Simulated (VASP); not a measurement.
Input for VASP

### KPOINTS
```
Automatic mesh
0
Gamma
7 6 5
0 0 0
```

INCAR:
```
# general
SYSTEM =FeS2
PREC   =Accurate
ENCUT  =400   # plane-wave cut-off (eV)
LREAL  =.FALSE.
LASPH  =.TRUE.

# electronic loop
EDIFF  =1E-7   # SCF stop (eV)
NELM   =100
ALGO   =Normal
LMAXMIX=4   # l cut-off of mixed one-centre charges

# smearing
ISMEAR =-5   # tetrahedra, Bloechl

# functional
GGA    =PS

# ions
ISIF   =2

# output
LWAVE  =.FALSE.
LCHARG =.TRUE.
LORBIT =11   # lm-projected
NEDOS  =601

# other
LEFG   =.TRUE.
```

**POSCAR**
```
FeS2
1
    3.3451309518     0.0000000000     0.0000000000
    0.0000000000     4.3711989501     0.0000000000
    0.0000000000    -0.0000000000     5.3357506984
Fe S
2 4
Direct
  0.0000000000   0.0000000000   0.0000000000
  0.5000000000   0.5000000000   0.5000000000
  0.0000000000   0.2063407785   0.3747410361
  0.5000000000   0.7063407785   0.1252589639
  0.5000000000   0.2936592215   0.8747410361
  0.0000000000   0.7936592215   0.6252589639
```

POTCAR, in this order: Fe S (PBE.64 set). Program: vasp_std.

Q: Write an equivalent input for Quantum ESPRESSO's pw.x.

A: One equivalent input (not run):
```
&CONTROL
  calculation = 'scf'
  pseudo_dir = './pseudo'
  outdir = './out'
  tprnfor = .true.
  tstress = .true.
/
&SYSTEM
  ibrav = 0
  nat = 6
  ntyp = 2
  ecutwfc = 90
  occupations = 'tetrahedra'
  input_dft = 'pbesol'
/
&ELECTRONS
  conv_thr = 7.3e-09
  electron_maxstep = 100
/
ATOMIC_SPECIES
  Fe 55.845 Fe.upf
  S 32.060 S.upf
CELL_PARAMETERS angstrom
     3.3451310    0.0000000    0.0000000
     0.0000000    4.3711990    0.0000000
     0.0000000   -0.0000000    5.3357507
ATOMIC_POSITIONS crystal
  Fe   0.0000000  0.0000000  0.0000000
  Fe   0.5000000  0.5000000  0.5000000
  S    0.0000000  0.2063408  0.3747410
  S    0.5000000  0.7063408  0.1252590
  S    0.5000000  0.2936592  0.8747410
  S    0.0000000  0.7936592  0.6252590
K_POINTS automatic
  7 6 5 0 0 0
```
The two are equivalent in intent, not identical: the potentials are each code's own (VASP's PAW set, PseudoDojo norm-conserving files in pw.x), so ENCUT and ecutwfc are chosen apart and not converted; conv_thr bounds pw.x's estimated SCF error, while EDIFF bounds the energy change between steps; the field gradients of LEFG aren't asked of the other code.

The compound is FeS2 in the marcasite structure. It was relaxed first.
